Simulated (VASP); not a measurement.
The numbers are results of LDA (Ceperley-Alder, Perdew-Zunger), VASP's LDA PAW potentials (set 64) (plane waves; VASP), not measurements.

VASP input:

File KPOINTS:
```
Automatic mesh
0
Gamma
8 8 8
0 0 0
```

INCAR:
```
# general
SYSTEM  = ZnS
PREC    = Accurate
ENCUT   = 400
LREAL   = .FALSE.
LASPH   = .TRUE.

# electronic loop
EDIFF   = 1E-6
NELM    = 100
ALGO    = Normal
LMAXMIX = 4

# smearing
ISMEAR  = 0
SIGMA   = 0.05

# ions
IBRION  = 2
NSW     = 60
ISIF    = 3
EDIFFG  = -0.01

# output
LWAVE   = .FALSE.
LCHARG  = .FALSE.
```

POSCAR:
```
ZnS
1
   -0.0000000000     2.6492611863     2.6492611863
    2.6492611863     0.0000000000     2.6492611863
    2.6492611863     2.6492611863    -0.0000000000
Zn S
1 1
Direct
  1.0000000000   1.0000000000   1.0000000000
  0.2500000000   0.2500000000   0.2500000000
```

POTCAR, in this order: Zn S (LDA.64 set). Program: vasp_std.

Question: What will the output report for the number of irreducible k-points (NKPTS), number of bands (NBANDS), largest plane-wave count, number of space-group operations, FFT grid (NGX, NGY, NGZ)?

Answer: 
```yaml
number of irreducible k-points (NKPTS): 29
number of bands (NBANDS): 13
largest_plane_wave_count: 692
number_of_space_group_operations: 24
FFT grid (NGX, NGY, NGZ): 24 × 24 × 24
```

The compound is ZnS in the zinc blende structure. It was relaxed first, which changed the volume by -6 %. The start is the result of an earlier pass.
